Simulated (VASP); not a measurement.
# MnSi: magnetic orders, part 2 of 4

Is MnSi a ferromagnet or an antiferromagnet at this level? The start is a cell from a database of measured crystal structures.

VASP 6.6.1, plane waves and PAW; the level of theory is named at each step.

Still holding for the runs below: The magnetic state follows from one typed start and may not be the lowest. The k-mesh is coarse for a metal. A U on the itinerant d states of such a compound is hard to justify; it moves the bands at the Fermi level and favours large moments.

So far: The starting structure; Magnetic order, start order fm, signs ++++.

The database entry behind the starting cell differs from later determinations by our own check (0.1 to 0.3 % short, probably kX units), so it need not match the best structure at ambient conditions.

## Step 2: Magnetic order, start order fm, signs ++++ (continued)

Level of this step: SCAN, DFT+U (Mn d 3 eV), spin-polarised, from parallel moments; plane waves and PAW (Mn_pv, Si) (VASP).

Valence density in the ac plane at fractional y = 0.138, with atoms of Mn and Si within 0.2 Å of it. It is the smooth field of the valence electrons, not physical close to the nuclei.

Ten steps, logarithmic in the rise over the least value, from '_' (0 e/Å³) to '@' (15 e/Å³), each cell a mean:
```
--------::::::::::::::::::::
::::::::::::::::::--::::::::
::::::::::::::::::::::::::::
::::::--::::::::::::::::::::
::::::--::::::::::::::::::::
::::::--::::::::::::::::::::
::::::::::::::------::::::::
::::::::::::::--::::::::::::
::::::::::::::::..__..::::::
--++++==--::::::..__::----::
**%%%%##==::::--::::::------
##@@@@%%++::::::::::::::::--
##@@@@%%++::::::::::::::::--
++####++--::::::::::::::::::
```
Columns run along a (4.5 Å), rows up along c (4.5 Å). Atoms in or near the plane, at fractional coordinates: Mn at (0.14, 0.14), Si at (0.65, 0.35).

The largest moment at the end is 3.15 μB, and the moments of the cell sum to 10.78 μB.

## Step 3: Magnetic order, start order AFM 1, signs ++--

This step: SCAN, DFT+U (Mn d 3 eV), spin-polarised, from moments of both signs; plane waves and PAW (Mn_pv, Si) (VASP 6.6.1).

INCAR reads:

```
SYSTEM = MnSi
PREC = Normal
ENCUT = 350
EDIFF = 1E-06
NELM = 150
ISMEAR = 0
SIGMA = 0.05
LREAL = .FALSE.
ALGO = Normal
METAGGA = SCAN
LASPH = .TRUE.
NBANDS = 48
ISPIN = 2
MAGMOM = 4 4 -4 -4 0 0 0 0
LDAU = .TRUE.
LDAUTYPE = 2
LDAUL = 2 -1
LDAUU = 3 0
LDAUJ = 0 0
LDAUPRINT = 1
LMAXMIX = 4
LORBIT = 11
LWAVE = .FALSE.
LCHARG = .TRUE.
AMIX = 0.2
BMIX = 1E-04
AMIX_MAG = 0.8
BMIX_MAG = 1E-04
```

POSCAR reads:

```
MnSi
1.0
    4.5480000000      0.0000000000      0.0000000000
    0.0000000000      4.5480000000      0.0000000000
    0.0000000000      0.0000000000      4.5480000000
Mn Si
4 4
Direct
    0.8620000000      0.6380000000      0.3620000000
    0.6380000000      0.3620000000      0.8620000000
    0.3620000000      0.8620000000      0.6380000000
    0.1380000000      0.1380000000      0.1380000000
    0.1540000000      0.3460000000      0.6540000000
    0.3460000000      0.6540000000      0.1540000000
    0.6540000000      0.1540000000      0.3460000000
    0.8460000000      0.8460000000      0.8460000000
```

KPOINTS reads:

```
Automatic mesh
0
Gamma
4 4 4
0 0 0
```

PAW data sets: Mn_pv and Si (PBE family, release 64).

Started as:

```bash
$ mpirun -np 1 vasp_std
```

The log of the run:

```text
[banner, memory and clock lines left out]
running    1 mpi-ranks, on    1 nodes
 distrk:  each k-point on    1 cores,    1 groups
 distr:  one band on    1 cores,    1 groups

 POSCAR found type information on POSCAR MnSi
 POSCAR found :  2 types and       8 ions
 [... a notice as in an earlier step ...]

 LDA part: xc-table for (None), standard interpolation
 POSCAR, INCAR and KPOINTS ok, starting setup
 FFT: planning ... GRIDC
 FFT: planning ... GRID_SOFT
 FFT: planning ... GRID
 WAVECAR not read
 entering main loop
       N       E                     dE             d eps       ncg     rms          rms(c)
DAV:   1     0.643486793290E+03    0.64349E+03   -0.29733E+04  5472   0.133E+03
DAV:   2    -0.673411196367E+02   -0.71083E+03   -0.67828E+03  5192   0.441E+02
DAV:   3    -0.117872327448E+03   -0.50531E+02   -0.48958E+02  5784   0.132E+02
DAV:   4    -0.119130754644E+03   -0.12584E+01   -0.12499E+01  6264   0.206E+01
DAV:   5    -0.119153348368E+03   -0.22594E-01   -0.22589E-01  5872   0.306E+00    0.386E+01
DAV:   6    -0.105170594435E+03    0.13983E+02   -0.30448E+01  6152   0.486E+01    0.172E+01
DAV:   7    -0.105505326880E+03   -0.33473E+00   -0.36830E+00  5776   0.103E+01    0.126E+01
DAV:   8    -0.105734740235E+03   -0.22941E+00   -0.97203E-01  6384   0.498E+00    0.848E+00
DAV:   9    -0.105726324891E+03    0.84153E-02   -0.46035E-01  5864   0.442E+00    0.244E+00
DAV:  10    -0.105751948486E+03   -0.25624E-01   -0.10444E-01  5432   0.234E+00    0.103E+00
DAV:  11    -0.105757762461E+03   -0.58140E-02   -0.38069E-02  6536   0.129E+00    0.387E-01
DAV:  12    -0.105759910171E+03   -0.21477E-02   -0.73294E-03  5744   0.509E-01    0.206E-01
DAV:  13    -0.105761030059E+03   -0.11199E-02   -0.23367E-03  6288   0.268E-01    0.122E-01
DAV:  14    -0.105761410283E+03   -0.38022E-03   -0.74034E-04  5856   0.138E-01    0.722E-02
DAV:  15    -0.105761668155E+03   -0.25787E-03   -0.49343E-04  5880   0.128E-01    0.348E-02
DAV:  16    -0.105761736244E+03   -0.68089E-04   -0.80962E-05  5744   0.526E-02    0.241E-02
DAV:  17    -0.105761801364E+03   -0.65121E-04   -0.38738E-05  5936   0.309E-02    0.151E-02
DAV:  18    -0.105761863627E+03   -0.62263E-04   -0.30132E-05  6328   0.283E-02    0.889E-03
DAV:  19    -0.105761893358E+03   -0.29731E-04   -0.97361E-06  5608   0.143E-02    0.467E-03
DAV:  20    -0.105761904814E+03   -0.11456E-04   -0.38235E-06  3840   0.892E-03    0.261E-03
DAV:  21    -0.105761906052E+03   -0.12379E-05   -0.91026E-07  2808   0.478E-03    0.155E-03
DAV:  22    -0.105761905307E+03    0.74493E-06   -0.21208E-07  2640   0.246E-03
   1 F= -.10576191E+03 E0= -.10576004E+03  d E =-.373153E-02  mag=     0.0000
```

The job ended after 4.5 min (1 MPI rank of Intel Xeon Platinum 8259CL at 2.50GHz (Skylake/Cascade Lake), shared host; peak memory 0.22 GiB).

From OUTCAR (step 3):

```text
 Found     27 irreducible k-points:

   k-points           NKPTS =     27   k-points in BZ     NKDIM =     27   number of bands    NBANDS=     48

   NELECT =      68.0000    total number of electrons

atom =   1  type =  1  l = 2

 onsite density matrix

spin component  1

  0.8307  0.0036 -0.0065 -0.0060  0.0070
  0.0036  0.8283 -0.0031  0.0102 -0.0053
 -0.0065 -0.0031  0.8508 -0.0080 -0.0027
 -0.0060  0.0102 -0.0080  0.8289 -0.0035
  0.0070 -0.0053 -0.0027 -0.0035  0.8477

spin component  2

  0.2348  0.0700  0.0470 -0.0627 -0.0270
  0.0700  0.2234  0.0431  0.0109 -0.0314
  0.0470  0.0431  0.2136  0.0057 -0.0302
 -0.0627  0.0109  0.0057  0.2044 -0.0237
 -0.0270 -0.0314 -0.0302 -0.0237  0.1596

 occupancies and eigenvectors

  o =  0.1156  v =  0.0000  0.0000  0.0000  0.0000  0.0000  0.6099 -0.3063 -0.0592  0.5871  0.4313      0.0000  0.0000  0.0000  0.0000  0.0000  0.0000  0.0000  0.0000  0.0000  0.0000
  o =  0.1439  v =  0.0000  0.0000  0.0000  0.0000  0.0000 -0.2738  0.4185  0.2849 -0.0673  0.8150      0.0000  0.0000  0.0000  0.0000  0.0000  0.0000  0.0000  0.0000  0.0000  0.0000
  o =  0.1765  v =  0.0000  0.0000  0.0000  0.0000  0.0000  0.0822  0.5870 -0.7948  0.1299  0.0147      0.0000  0.0000  0.0000  0.0000  0.0000  0.0000  0.0000  0.0000  0.0000  0.0000
  o =  0.2482  v =  0.0000  0.0000  0.0000  0.0000  0.0000  0.3434 -0.3005 -0.3071 -0.7743  0.3130      0.0000  0.0000  0.0000  0.0000  0.0000  0.0000  0.0000  0.0000  0.0000  0.0000
  o =  0.3514  v =  0.0000  0.0000  0.0000  0.0000  0.0000 -0.6546 -0.5443 -0.4352  0.1853  0.2270      0.0000  0.0000  0.0000  0.0000  0.0000  0.0000  0.0000  0.0000  0.0000  0.0000
  o =  0.8139  v =  0.4636 -0.5764  0.1651  0.6435 -0.1074  0.0000  0.0000  0.0000  0.0000  0.0000      0.0000  0.0000  0.0000  0.0000  0.0000  0.0000  0.0000  0.0000  0.0000  0.0000
  o =  0.8308  v =  0.7058  0.6347  0.3095 -0.0279 -0.0505  0.0000  0.0000  0.0000  0.0000  0.0000      0.0000  0.0000  0.0000  0.0000  0.0000  0.0000  0.0000  0.0000  0.0000  0.0000
  o =  0.8324  v =  0.3901 -0.3688 -0.2708 -0.6250 -0.4979  0.0000  0.0000  0.0000  0.0000  0.0000      0.0000  0.0000  0.0000  0.0000  0.0000  0.0000  0.0000  0.0000  0.0000  0.0000
  o =  0.8529  v =  0.2333 -0.3300  0.2384 -0.3929  0.7909  0.0000  0.0000  0.0000  0.0000  0.0000      0.0000  0.0000  0.0000  0.0000  0.0000  0.0000  0.0000  0.0000  0.0000  0.0000
  o =  0.8563  v = -0.2834 -0.1417  0.8642 -0.2004 -0.3356  0.0000  0.0000  0.0000  0.0000  0.0000      0.0000  0.0000  0.0000  0.0000  0.0000  0.0000  0.0000  0.0000  0.0000  0.0000

atom =   2  type =  1  l = 2

 onsite density matrix

spin component  1

  0.8307 -0.0036 -0.0065  0.0060  0.0070
 -0.0036  0.8283  0.0031  0.0102  0.0053
 -0.0065  0.0031  0.8508  0.0080 -0.0027
  0.0060  0.0102  0.0080  0.8289  0.0035
  0.0070  0.0053 -0.0027  0.0035  0.8477

spin component  2

  0.2348 -0.0700  0.0470  0.0627 -0.0270
 -0.0700  0.2234 -0.0431  0.0109  0.0314
  0.0470 -0.0431  0.2136 -0.0057 -0.0302
  0.0627  0.0109 -0.0057  0.2044  0.0237
 -0.0270  0.0314 -0.0302  0.0237  0.1596

 occupancies and eigenvectors

  o =  0.1156  v =  0.0000  0.0000  0.0000  0.0000  0.0000 -0.6099 -0.3063  0.0592  0.5871 -0.4313      0.0000  0.0000  0.0000  0.0000  0.0000  0.0000  0.0000  0.0000  0.0000  0.0000
  o =  0.1439  v =  0.0000  0.0000  0.0000  0.0000  0.0000  0.2738  0.4185 -0.2849 -0.0673 -0.8150      0.0000  0.0000  0.0000  0.0000  0.0000  0.0000  0.0000  0.0000  0.0000  0.0000
  o =  0.1765  v =  0.0000  0.0000  0.0000  0.0000  0.0000  0.0822 -0.5870 -0.7948 -0.1299  0.0147      0.0000  0.0000  0.0000  0.0000  0.0000  0.0000  0.0000  0.0000  0.0000  0.0000
  o =  0.2482  v =  0.0000  0.0000  0.0000  0.0000  0.0000  0.3434  0.3005 -0.3071  0.7743  0.3130      0.0000  0.0000  0.0000  0.0000  0.0000  0.0000  0.0000  0.0000  0.0000  0.0000
  o =  0.3514  v =  0.0000  0.0000  0.0000  0.0000  0.0000 -0.6546  0.5443 -0.4352 -0.1853  0.2270      0.0000  0.0000  0.0000  0.0000  0.0000  0.0000  0.0000  0.0000  0.0000  0.0000
  o =  0.8139  v =  0.4636  0.5764  0.1651 -0.6435 -0.1074  0.0000  0.0000  0.0000  0.0000  0.0000      0.0000  0.0000  0.0000  0.0000  0.0000  0.0000  0.0000  0.0000  0.0000  0.0000
  o =  0.8308  v =  0.7058 -0.6347  0.3095  0.0279 -0.0505  0.0000  0.0000  0.0000  0.0000  0.0000      0.0000  0.0000  0.0000  0.0000  0.0000  0.0000  0.0000  0.0000  0.0000  0.0000
  o =  0.8324  v =  0.3901  0.3688 -0.2708  0.6250 -0.4979  0.0000  0.0000  0.0000  0.0000  0.0000      0.0000  0.0000  0.0000  0.0000  0.0000  0.0000  0.0000  0.0000  0.0000  0.0000
  o =  0.8529  v =  0.2333  0.3300  0.2384  0.3929  0.7909  0.0000  0.0000  0.0000  0.0000  0.0000      0.0000  0.0000  0.0000  0.0000  0.0000  0.0000  0.0000  0.0000  0.0000  0.0000
  o =  0.8563  v = -0.2834  0.1417  0.8642  0.2004 -0.3356  0.0000  0.0000  0.0000  0.0000  0.0000      0.0000  0.0000  0.0000  0.0000  0.0000  0.0000  0.0000  0.0000  0.0000  0.0000

atom =   3  type =  1  l = 2

 onsite density matrix

spin component  1

  0.2348 -0.0700 -0.0470 -0.0627  0.0270
 -0.0700  0.2234  0.0431 -0.0109 -0.0314
 -0.0470  0.0431  0.2136 -0.0057 -0.0302
 -0.0627 -0.0109 -0.0057  0.2044  0.0237
  0.0270 -0.0314 -0.0302  0.0237  0.1596

spin component  2

  0.8307 -0.0036  0.0065 -0.0060 -0.0070
 -0.0036  0.8283 -0.0031 -0.0102 -0.0053
  0.0065 -0.0031  0.8508  0.0080 -0.0027
[...]
0.0036  0.8283  0.0031 -0.0102  0.0053
  0.0065  0.0031  0.8508 -0.0080 -0.0027
  0.0060 -0.0102 -0.0080  0.8289 -0.0035
 -0.0070  0.0053 -0.0027 -0.0035  0.8477

 occupancies and eigenvectors

  o =  0.1156  v = -0.6099  0.3063 -0.0592  0.5871  0.4313  0.0000  0.0000  0.0000  0.0000  0.0000      0.0000  0.0000  0.0000  0.0000  0.0000  0.0000  0.0000  0.0000  0.0000  0.0000
  o =  0.1439  v =  0.2738 -0.4185  0.2849 -0.0673  0.8150  0.0000  0.0000  0.0000  0.0000  0.0000      0.0000  0.0000  0.0000  0.0000  0.0000  0.0000  0.0000  0.0000  0.0000  0.0000
  o =  0.1765  v = -0.0822 -0.5870 -0.7948  0.1299  0.0147  0.0000  0.0000  0.0000  0.0000  0.0000      0.0000  0.0000  0.0000  0.0000  0.0000  0.0000  0.0000  0.0000  0.0000  0.0000
  o =  0.2482  v =  0.3434 -0.3005  0.3071  0.7743 -0.3130  0.0000  0.0000  0.0000  0.0000  0.0000      0.0000  0.0000  0.0000  0.0000  0.0000  0.0000  0.0000  0.0000  0.0000  0.0000
  o =  0.3514  v = -0.6546 -0.5443  0.4352 -0.1853 -0.2270  0.0000  0.0000  0.0000  0.0000  0.0000      0.0000  0.0000  0.0000  0.0000  0.0000  0.0000  0.0000  0.0000  0.0000  0.0000
  o =  0.8139  v =  0.0000  0.0000  0.0000  0.0000  0.0000 -0.4636  0.5764  0.1651  0.6435 -0.1074      0.0000  0.0000  0.0000  0.0000  0.0000  0.0000  0.0000  0.0000  0.0000  0.0000
  o =  0.8308  v =  0.0000  0.0000  0.0000  0.0000  0.0000 -0.7058 -0.6347  0.3095 -0.0279 -0.0505      0.0000  0.0000  0.0000  0.0000  0.0000  0.0000  0.0000  0.0000  0.0000  0.0000
  o =  0.8324  v =  0.0000  0.0000  0.0000  0.0000  0.0000 -0.3901  0.3688 -0.2708 -0.6250 -0.4979      0.0000  0.0000  0.0000  0.0000  0.0000  0.0000  0.0000  0.0000  0.0000  0.0000
  o =  0.8529  v =  0.0000  0.0000  0.0000  0.0000  0.0000 -0.2333  0.3300  0.2384 -0.3929  0.7909      0.0000  0.0000  0.0000  0.0000  0.0000  0.0000  0.0000  0.0000  0.0000  0.0000
  o =  0.8563  v =  0.0000  0.0000  0.0000  0.0000  0.0000  0.2834  0.1417  0.8642 -0.2004 -0.3356      0.0000  0.0000  0.0000  0.0000  0.0000  0.0000  0.0000  0.0000  0.0000  0.0000

 E-fermi :  11.3553

 spin component 1
 k-point     1 :       0.0000    0.0000    0.0000
  band No.  band energies     occupation
    ...
     31       9.6783      1.00000
     32      10.5355      1.00000
     33      10.8000      1.00000
     34      10.9937      1.00000
     35      11.0293      1.00000
     36      11.9826      0.00000
     37      12.7587      0.00000
     38      13.7696      0.00000
     39      13.8104      0.00000
     40      14.5572      0.00000
    ...

 k-point     2 :       0.2500    0.0000    0.0000
  band No.  band energies     occupation
    ...
     30       9.0297      1.00000
     31       9.4464      1.00000
     32       9.8844      1.00000
     33      10.6253      1.00000
     34      11.1630      1.00000
     35      11.5420      0.00000
     36      12.0368      0.00000
     37      12.3926      0.00000
     38      13.7958      0.00000
     39      14.3191      0.00000
    ...

 k-point     3 :       0.0000    0.2500    0.0000
  band No.  band energies     occupation
    ...
     30       9.2552      1.00000
     31       9.4730      1.00000
     32       9.6990      1.00000
     33      10.8819      1.00000
     34      10.9464      1.00000
     35      11.4311      0.01597
     36      12.1043      0.00000
     37      12.6913      0.00000
     38      13.8465      0.00000
     39      14.1625      0.00000
    ...

 k-point     4 :       0.0000    0.0000    0.2500
  band No.  band energies     occupation
    ...
     31       9.7716      1.00000
     32       9.9141      1.00000
     33      10.3716      1.00000
     34      10.5804      1.00000
     35      11.2760      0.98749
     36      12.9524      0.00000
     37      13.0204      0.00000
     38      13.2035      0.00000
     39      13.4885      0.00000
     40      14.6927      0.00000
    ...

  Total       15.3005343     12.9390644     11.3488824      0.0000000      0.0000000      0.0000000
  in kB      260.5888386    220.3698065    193.2868501      0.0000000      0.0000000      0.0000000
  external PRESSURE =     224.7484984 kB  Pullay stress =       0.0000000 kB

 POSITION                                       TOTAL-FORCE (eV/Angst)
 -----------------------------------------------------------------------------------
      3.92038      2.90162      1.64638        -0.469166     -0.030313      0.002678
      2.90162      1.64638      3.92038         0.469166      0.030313      0.002678
      1.64638      3.92038      2.90162        -0.469166      0.030313     -0.002678
      0.62762      0.62762      0.62762         0.469166     -0.030313     -0.002678
      0.70039      1.57361      2.97439        -0.251391     -0.285435     -0.038808
      1.57361      2.97439      0.70039         0.251391      0.285435     -0.038808
      2.97439      0.70039      1.57361        -0.251391      0.285435      0.038808
      3.84761      3.84761      3.84761         0.251391     -0.285435      0.038808
 -----------------------------------------------------------------------------------
    total drift:                                0.000026     -0.000011      0.000000

  FREE ENERGIE OF THE ION-ELECTRON SYSTEM (eV)
  ---------------------------------------------------
  free  energy   TOTEN  =      -105.7619053072 eV

  energy  without entropy=     -105.7581737728  energy(sigma->0) =     -105.76003954

 total charge
# of ion       s       p       d       tot
------------------------------------------
    1        0.376   6.404   5.189  11.969
    2        0.376   6.404   5.189  11.969
    3        0.376   6.404   5.189  11.969
    4        0.376   6.404   5.189  11.969
    5        0.774   0.930   0.000   1.703
    6        0.774   0.930   0.000   1.703
    7        0.774   0.930   0.000   1.703
    8        0.774   0.930   0.000   1.703
--------------------------------------------------
tot          4.599  29.335  20.756  54.689

 magnetization (x)
# of ion       s       p       d       tot
------------------------------------------
    1        0.039   0.048   3.146   3.233
    2        0.039   0.048   3.146   3.233
    3       -0.039  -0.048  -3.146  -3.233
    4       -0.039  -0.048  -3.146  -3.233
    5       -0.003   0.023   0.000   0.020
    6       -0.003   0.023   0.000   0.020
    7        0.003  -0.023   0.000  -0.020
    8        0.003  -0.023   0.000  -0.020
--------------------------------------------------
tot          0.000   0.000   0.000   0.000

[... 7 parts as in an earlier step ...]

[... 5 further parts left out ...]
```

Numbers from this step:

* electronic cycles: 22
* free energy (TOTEN): -105.7619 eV
* energy at zero smearing: -105.7600 eV
* Fermi energy: 11.36 eV

Spin moment in the PAW sphere by atom:

```tsv
atom	spin moment in the PAW sphere (μB)
Mn1	3.23
Mn2	3.23
Mn3	-3.23
Mn4	-3.23
Si5	0.02
Si6	0.02
Si7	-0.02
Si8	-0.02
```

Force by atom:

```tsv
atom	x (eV/Å)	y (eV/Å)	z (eV/Å)	size
Mn1	-0.469	-0.030	0.003	0.470
Mn2	0.469	0.030	0.003	0.470
Mn3	-0.469	0.030	-0.003	0.470
Mn4	0.469	-0.030	-0.003	0.470
Si5	-0.251	-0.285	-0.039	0.382
Si6	0.251	0.285	-0.039	0.382
Si7	-0.251	0.285	0.039	0.382
Si8	0.251	-0.285	0.039	0.382
```

Spin density in the ac plane at fractional y = 0.138, with atoms of Mn and Si within 0.2 Å of it.

Ten even steps from '_' (-4.5 e/Å³) to '@' (0.1 e/Å³), each cell a mean:
```
@@@@@@@@@@@@@@@@@@@@@@@@@@@@
@@@@@@@@@@@@@@@@@@@@@@@@@@@@
@@@@@@@@@@@@@@@@@@@@@@@@@@@@
@@@@@@@@@@@@@@@@@@@@@@@@@@@@
@@@@@@@@@@@@@@@@@@@@@@@@@@@@
@@@@@@@@@@@@@@@@@@@@@@@@@@@@
@@@@@@@@@@@@@@@@@@@@@@@@@@@@
@@@@@@@@@@@@@@@@@@@@@@@@@@@@
@@@@@@@@@@@@@@@@@@@@@@@@@@@@
@@%%%%@@@@@@@@@@@@@@@@@@@@@@
%%++==##@@@@@@@@@@@@@@@@@@@@
**..__==%%@@@@@@@@@@@@@@@@@@
##--..++%%@@@@@@@@@@@@@@@@@@
%%##**%%@@@@@@@@@@@@@@@@@@@@
```
Columns run along a (4.5 Å), rows up along c (4.5 Å). Atoms in or near the plane, at fractional coordinates: Mn at (0.14, 0.14), Si at (0.65, 0.35).

Valence density in the ac plane at fractional y = 0.138, with atoms of Mn and Si within 0.2 Å of it. It is the smooth field of the valence electrons, not physical close to the nuclei.

Ten steps, logarithmic in the rise over the least value, from '0' (0 e/Å³) to '9' (15 e/Å³), each cell a mean:
```
23332222222222
22222222222222
22222222222222
22232222222222
22332222222222
22232222222222
22222223322222
22222223222222
22222232101222
35543222102332
68874222222333
79985222223223
79985222222223
47763222222222
```
Columns run along a (4.5 Å), rows up along c (4.5 Å). Atoms in or near the plane, at fractional coordinates: Mn at (0.14, 0.14), Si at (0.65, 0.35).

The largest moment at the end is 3.23 μB, and the moments of the cell sum to 0.00 μB.

(Continued in part 3 of 4.)

[Lines on the potential files, build, host, timing and source positions are cut from VASP's logs without a mark.]

[Logs are printed without paths, hosts, clocks, repeated set-up lines and the standing remarks that a program may print on its own settings, such as how far it seeks lower states.]

[Hosts, paths, dates, database ids (printed as entryN), source tags and the programs' standing remarks are cut or masked in the printed files.]

[In band tables of VASP the shares of atoms and orbitals are scaled to a sum of 1 inside the atoms' spheres.]

[Runs that stopped without an error message from VASP are left out.]
